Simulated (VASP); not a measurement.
Here is the system:

```
CELL_PARAMETERS angstrom
      0.00000     2.70986     2.70986
      2.70986     0.00000     2.70986
      2.70986     2.70986     0.00000
ATOMIC_POSITIONS crystal
  Cd 0.00000 0.00000 0.00000
  F  0.25000 0.25000 0.25000
  F  0.75000 0.75000 0.75000
```

All values below come from LDA (Ceperley-Alder, Perdew-Zunger), VASP's LDA PAW potentials (set 64) (plane waves; VASP). Numerical set-up: 520 eV cut-off, 7×7×7 Γ-centred mesh, Gaussian smearing of 0.050 eV, potentials Cd F.

**Question.** Estimate the energy per atom (σ→0), pressure.

**Answer.** 
```
Item                           Result
---------------------  --------------
energy per atom (σ→0)  -4.231 eV/atom
pressure                    -6.48 GPa
```

Only differences to runs with the same potentials and settings are physical.

The compound is CdF2 in the fluorite structure. This cell is one point of a volume scan, at 1.06 of the reference volume.
